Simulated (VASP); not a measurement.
Output of a VASP run:

File OSZICAR:
```
       N       E                     dE             d eps       ncg     rms          rms(c)
DAV:   1     0.533532485786E+03    0.53353E+03   -0.10595E+04   584   0.863E+02
DAV:   2     0.123779664199E+03   -0.40975E+03   -0.40537E+03   792   0.364E+02
DAV:   3    -0.656964702907E+01   -0.13035E+03   -0.12960E+03   880   0.203E+02
DAV:   4    -0.187669680473E+02   -0.12197E+02   -0.12061E+02   960   0.712E+01
DAV:   5    -0.204757002263E+02   -0.17087E+01   -0.16719E+01   976   0.268E+01    0.582E+00
DAV:   6    -0.217130561846E+02   -0.12374E+01   -0.73030E+01   888   0.288E+01    0.110E+01
DAV:   7    -0.177992651791E+02    0.39138E+01   -0.53157E+01   896   0.342E+01    0.428E+00
DAV:   8    -0.189468121629E+02   -0.11475E+01   -0.16688E+01   936   0.138E+01    0.373E+00
DAV:   9    -0.186536607418E+02    0.29315E+00   -0.12109E+01   904   0.859E+00    0.302E+00
DAV:  10    -0.182177002343E+02    0.43596E+00   -0.46944E+00   864   0.685E+00    0.187E+00
DAV:  11    -0.181834984486E+02    0.34202E-01   -0.55102E-01   864   0.345E+00    0.140E+00
DAV:  12    -0.181382917981E+02    0.45207E-01   -0.15663E-01   920   0.164E+00    0.103E+00
DAV:  13    -0.180943146627E+02    0.43977E-01   -0.11594E-01   816   0.152E+00    0.498E-01
DAV:  14    -0.180879070207E+02    0.64076E-02   -0.36730E-02   960   0.874E-01    0.244E-01
DAV:  15    -0.180872928529E+02    0.61417E-03   -0.26480E-02   952   0.541E-01    0.120E-01
DAV:  16    -0.180861303173E+02    0.11625E-02   -0.88095E-03   960   0.363E-01    0.621E-02
DAV:  17    -0.180858888411E+02    0.24148E-03   -0.20854E-03   696   0.201E-01    0.663E-02
DAV:  18    -0.180858294097E+02    0.59431E-04   -0.10700E-03   560   0.178E-01    0.267E-02
DAV:  19    -0.180859784746E+02   -0.14906E-03   -0.43854E-04   536   0.131E-01    0.176E-02
DAV:  20    -0.180863809154E+02   -0.40244E-03   -0.46766E-04   536   0.142E-01    0.253E-02
DAV:  21    -0.180865463318E+02   -0.16542E-03   -0.10679E-04   384   0.129E-01    0.186E-02
DAV:  22    -0.180866231492E+02   -0.76817E-04   -0.37746E-05   360   0.581E-02
   1 F= -.18086623E+02 E0= -.17991154E+02  d E =-.190939E+00
```

**OUTCAR**
```
------------------------ aborting loop because EDIFF is reached ----------------------------------------
  FORCE on cell =-STRESS in cart. coord.  units (eV):
  Direction    XX          YY          ZZ          XY          YZ          ZX
  --------------------------------------------------------------------------------------
  Total       -1.2300863     -1.2210851     -1.8531446      0.0153320     -0.0036347     -0.1254974
  in kB       -6.9469538     -6.8961189    -10.4656965      0.0865880     -0.0205270     -0.7087509
  external PRESSURE =      -8.1029231 kB  Pullay stress =       0.0000000 kB
  volume of cell :      283.70
      direct lattice vectors                 reciprocal lattice vectors
     3.760953000  0.000000000  0.000000000     0.265890055  0.153511694  0.000000000
    -1.880476000  3.257080000  0.000000000     0.000000000  0.307023469  0.000000000
     0.000000000  0.000000000 23.159300000     0.000000000  0.000000000  0.043179198
 POSITION                                       TOTAL-FORCE (eV/Angst)
 -----------------------------------------------------------------------------------
     -0.03083      2.17573      6.98068         0.011661      0.000338      0.241457
      1.87825      1.09283     10.05137        -0.007892     -0.001045     -0.261617
     -0.02406      2.16240     13.11101         0.020408      0.002034      0.254989
      1.93759      1.08320     16.17554        -0.024177     -0.001326     -0.234829
 -----------------------------------------------------------------------------------
    total drift:                                0.003035     -0.000144      0.003665
  FREE ENERGIE OF THE ION-ELECTRON SYSTEM (eV)
  ---------------------------------------------------
  free  energy   TOTEN  =       -18.0866231492 eV

  energy  without entropy=      -17.8956843873  energy(sigma->0) =      -17.99115377
```
(Selected blocks of OUTCAR.)

File POSCAR:
```
La
1
    3.7609530000     0.0000000000     0.0000000000
   -1.8804760000     3.2570800000     0.0000000000
    0.0000000000     0.0000000000    23.1593000000
La
4
Direct
  0.3258030000   0.6679990000   0.3014200000
  0.6671710000   0.3355250000   0.4340100000
  0.3255570000   0.6639070000   0.5661230000
  0.6814700000   0.3325690000   0.6984470000
```

**Question.** Write an INCAR and KPOINTS that could have produced this output.

**Answer.** One answer among several that fit: the input of the run itself, PBE GGA, plane waves, VASP's PBE PAW potentials (set 64).

**INCAR**
```
ALGO  =  Normal
EDIFF  =  1E-04
ENCUT  =  210
GGA  =  PE
ISIF  =  2
ISMEAR  =  0
LASPH  =  T
LCHARG  =  F
LMAXMIX  =  6
LREAL  =  F
LWAVE  =  F
NELM  =  100
PREC  =  Accurate
SIGMA  =  0.2
SYSTEM  =  La
```

**KPOINTS**
```
Automatic
0
G
 4 4 1
```

POTCAR, in this order: La (PBE.64 set). Program: vasp_std.

At this cut-off the stress carries a Pulay error, which pulls relaxed volumes low. The cell holds a wide vacuum, so values per volume refer to the whole cell.

The cell is a sheet with vacuum, built from a generated structure.
